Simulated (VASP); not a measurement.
VASP runs on TiAl (L1_0) share one base input (PBE GGA, plane waves, VASP's PBE PAW potentials (set 64)) and change the settings named in each case.

KPOINTS:
```
K-points
0
G
 11 11 8
```

### INCAR
```
# general
SYSTEM =TiAl
PREC   =Accurate
ENCUT  =400
LREAL  =.FALSE.
LASPH  =.TRUE.

# electronic loop
EDIFF  =1E-6
NELM   =100
ALGO   =Normal
LMAXMIX=4

# smearing
ISMEAR =1
SIGMA  =0.1

# functional
GGA    =PE

# ions
ISIF   =2

# output
LWAVE  =.FALSE.
LCHARG =.FALSE.
```

**POSCAR**
```
TiAl
1.0
  2.8866000000   0.0000000000   0.0000000000
  0.0000000000   2.8866000000   0.0000000000
  0.0000000000   0.0000000000   4.1514000000
Ti Al
1 1
Cart
  0.0000000000   0.0000000000   0.0000000000
  1.4433000000   1.4433000000   2.0757000000
```

POTCAR, in this order: Ti_sv Al (PBE.64 set). Program: vasp_std.

| change | E(σ→0) (eV/atom) | pressure (GPa) | −TS (eV) | irreducible k-points |
|---|---|---|---|---|
| base run | -6.1729 | -6.67 | -0.0002 | 105 |
| KGAMMA = .TRUE., KSPACING = 0.5, KPOINTS file removed | -6.1388 | -6.62 | -0.0071 | 18 |
| KGAMMA = .TRUE., KSPACING = 0.2, KPOINTS file removed | -6.1729 | -6.67 | -0.0002 | 105 |
| KGAMMA = .TRUE., KSPACING = 0.8, KPOINTS file removed | -6.1424 | -7.83 | -0.0119 | 6 |
| KGAMMA = .TRUE., KSPACING = 0.4, KPOINTS file removed | -6.1730 | -6.64 | 0.0011 | 30 |
| KGAMMA = .TRUE., KSPACING = 0.6, KPOINTS file removed | -6.1335 | -6.62 | -0.0023 | 12 |

Left out are runs that ran out of time, are held back, or changed the cell or the kind of run, fixed moments of cells without a moment, rows past the twelfth, gaps on odd meshes, pressures of charged cells and columns that move by less than the noise.

The compound is TiAl in the L1_0 structure. The cell was not relaxed at this level. The electron count is odd and the run is not spin-polarised, which forces a metal.
